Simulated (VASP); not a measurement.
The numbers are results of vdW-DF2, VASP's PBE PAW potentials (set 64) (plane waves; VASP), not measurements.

The input files of a VASP run:

File KPOINTS:
```
Automatic mesh
0
Gamma
10 10 3
```

### INCAR
```
SYSTEM=C
PREC=Accurate; ENCUT=520; LREAL=.FALSE.
LASPH=.TRUE.
EDIFF=1E-7; NELM=100; ALGO=Normal
ISMEAR=0; SIGMA=0.05
GGA=ML; LUSE_VDW=.TRUE.; AGGAC=0.0
ZAB_VDW=-1.8867
IBRION=2; NSW=30; ISIF=4
EDIFFG=-0.01
LWAVE=.FALSE.; LCHARG=.FALSE.
```

POSCAR:
```
C
1.0
  1.2627176832  -2.1870906696   0.0000000000
  1.2627176832   2.1870906696   0.0000000000
  0.0000000000   0.0000000000   7.1684954385
C
4
Cart
  0.0000000000   0.0000000000   1.7921238596
  0.0000000000   0.0000000000   5.3763715789
  1.2627176832   0.7290316813   1.7921238596
  1.2627176832  -0.7290316813   5.3763715789
```

POTCAR, in this order: C (PBE.64 set). Program: vasp_std.

Output

### OSZICAR
```
       N       E                     dE             d eps       ncg     rms          rms(c)
DAV:   1     0.550335318729E+02    0.55034E+02   -0.81280E+03   672   0.121E+03
DAV:   2    -0.286386096699E+02   -0.83672E+02   -0.76267E+02   976   0.228E+02
DAV:   3    -0.326110825996E+02   -0.39725E+01   -0.39435E+01   840   0.503E+01
DAV:   4    -0.326654527557E+02   -0.54370E-01   -0.54305E-01   848   0.694E+00
DAV:   5    -0.326667297359E+02   -0.12770E-02   -0.12763E-02   836   0.105E+00    0.811E+00
DAV:   6    -0.309267735402E+02    0.17400E+01   -0.20254E+00   760   0.944E+00    0.460E+00
DAV:   7    -0.303811226734E+02    0.54565E+00   -0.23504E+00   772   0.101E+01    0.146E+00
DAV:   8    -0.303863069613E+02   -0.51843E-02   -0.71467E-02   772   0.199E+00    0.246E-01
DAV:   9    -0.303838873234E+02    0.24196E-02   -0.77967E-03   844   0.616E-01    0.304E-02
DAV:  10    -0.303839193733E+02   -0.32050E-04   -0.25181E-04   840   0.141E-01    0.178E-02
DAV:  11    -0.303839200196E+02   -0.64637E-06   -0.53041E-06   884   0.203E-02    0.260E-03
DAV:  12    -0.303839208386E+02   -0.81899E-06   -0.25082E-07   860   0.442E-03    0.115E-03
DAV:  13    -0.303839210974E+02   -0.25882E-06   -0.18885E-08   624   0.135E-03    0.394E-04
DAV:  14    -0.303839211645E+02   -0.67092E-07   -0.28761E-09   596   0.613E-04
   1 F= -.30383921E+02 E0= -.30383921E+02  d E =-.303839E+02
       N       E                     dE             d eps       ncg     rms          rms(c)
DAV:   1    -0.307668981225E+02   -0.38298E+00   -0.12159E+01   672   0.294E+01    0.203E+00
DAV:   2    -0.305690047855E+02    0.19789E+00   -0.27954E-01   780   0.406E+00    0.121E+00
DAV:   3    -0.304754697483E+02    0.93535E-01   -0.34436E-01   768   0.376E+00    0.376E-01
DAV:   4    -0.304733881736E+02    0.20816E-02   -0.12179E-02   760   0.779E-01    0.234E-01
DAV:   5    -0.304724287565E+02    0.95942E-03   -0.27660E-03   816   0.450E-01    0.670E-02
DAV:   6    -0.304723748263E+02    0.53930E-04   -0.20110E-04   840   0.107E-01    0.224E-02
DAV:   7    -0.304723705132E+02    0.43132E-05   -0.59935E-06   832   0.213E-02    0.657E-03
DAV:   8    -0.304723688988E+02    0.16143E-05   -0.88235E-06   844   0.216E-02    0.540E-03
DAV:   9    -0.304723678109E+02    0.10880E-05   -0.96432E-07   844   0.717E-03    0.496E-04
DAV:  10    -0.304723678141E+02   -0.32328E-08   -0.24799E-08   556   0.128E-03
   2 F= -.30472368E+02 E0= -.30472368E+02  d E =-.884466E-01
       N       E                     dE             d eps       ncg     rms          rms(c)
DAV:   1    -0.304734665656E+02   -0.10988E-02   -0.33700E-02   676   0.157E+00    0.109E-01
DAV:   2    -0.304729000899E+02    0.56648E-03   -0.80379E-04   780   0.217E-01    0.641E-02
DAV:   3    -0.304726488311E+02    0.25126E-03   -0.83269E-04   788   0.188E-01    0.187E-02
DAV:   4    -0.304726445495E+02    0.42816E-05   -0.49932E-05   788   0.521E-02    0.676E-03
DAV:   5    -0.304726405775E+02    0.39720E-05   -0.79059E-06   852   0.189E-02    0.803E-04
DAV:   6    -0.304726406656E+02   -0.88094E-07   -0.27052E-07   784   0.431E-03
   3 F= -.30472641E+02 E0= -.30472641E+02  d E =-.887195E-01
```

File OUTCAR:
```
------------------------ aborting loop because EDIFF is reached ----------------------------------------
  FORCE on cell =-STRESS in cart. coord.  units (eV):
  Direction    XX          YY          ZZ          XY          YZ          ZX
  --------------------------------------------------------------------------------------
  Total       -0.3495230     -0.3495229     -0.3440426     -0.0000000      0.0000000      0.0000000
  in kB      -14.1434493    -14.1434435    -13.9216811     -0.0000000      0.0000000      0.0000000
  external PRESSURE =     -14.0695246 kB  Pullay stress =       0.0000000 kB
  volume of cell :       39.59
      direct lattice vectors                 reciprocal lattice vectors
     1.239973694 -2.147696992 -0.000000000     0.403234361 -0.232807515 -0.000000000
     1.239973694  2.147696992 -0.000000000     0.403234361  0.232807515 -0.000000000
     0.000000000  0.000000000  7.433880624     0.000000000  0.000000000  0.134519244
 POSITION                                       TOTAL-FORCE (eV/Angst)
 -----------------------------------------------------------------------------------
      0.00000      0.00000      1.85847         0.000000     -0.000000     -0.000000
      0.00000      0.00000      5.57541        -0.000000      0.000000      0.000000
      1.23997      0.71590      1.85847         0.000000      0.000000     -0.000000
      1.23997     -0.71590      5.57541         0.000000     -0.000000      0.000000
 -----------------------------------------------------------------------------------
    total drift:                                0.000000     -0.000000      0.000000
  FREE ENERGIE OF THE ION-ELECTRON SYSTEM (eV)
  ---------------------------------------------------
  free  energy   TOTEN  =       -30.4726406656 eV

  energy  without entropy=      -30.4726406656  energy(sigma->0) =      -30.47264067

 reached required accuracy - stopping structural energy minimisation
```
(Selected blocks of OUTCAR.)

### CONTCAR
```
C
   1.00000000000000
     1.2399736942743826   -2.1476969922202982   -0.0000000000000000
     1.2399736942743826    2.1476969922202982   -0.0000000000000000
     0.0000000000000000    0.0000000000000000    7.4338806235344794
  C
     4
Direct
     0.0000000000000000    0.0000000000000000    0.2500000000000000
     0.0000000000000000    0.0000000000000000    0.7500000000000000
     0.3333330000000032    0.6666669999999968    0.2500000000000000
     0.6666669999999968    0.3333330000000032    0.7500000000000000
```

The compound is C in the graphite structure. This cell is one point of a volume scan, at 1.06 of the reference volume. Symmetry was kept, so distortions that lower it aren't found.
